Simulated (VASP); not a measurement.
**PdB (relaxed from the zinc blende structure, space group F-43m): computed properties**

These are PBEsol GGA, VASP's PBE PAW potentials (set 64) (plane waves; VASP 6.6.1) values and carry that method's errors.

- space group = F-43m (216)
- cell = a = b = c = 4.7342 Å, α = β = γ = 90.00°
- volume per atom = 13.26 Å³/atom
- band gap (over mesh and band path) = none (metal, semimetal or under 0.01 eV)
- density = 7.34 g/cm³

```yaml
crystal:
  lattice:
    - [0.00000, 2.36711, 2.36711]
    - [2.36711, 0.00000, 2.36711]
    - [2.36711, 2.36711, 0.00000]
  atoms:
    - { symbol: Pd, position: [0.00000, 0.00000, 0.00000] }
    - { symbol: B, position: [0.25000, 0.25000, 0.25000] }
```

The structure was generated: PdB was put into the zinc blende type (F-43m), which need not be its known phase. It was relaxed first, which changed the volume by -22 %. Symmetry was kept, so distortions that lower it aren't found. The electron count is odd and the run is not spin-polarised, which forces a metal.
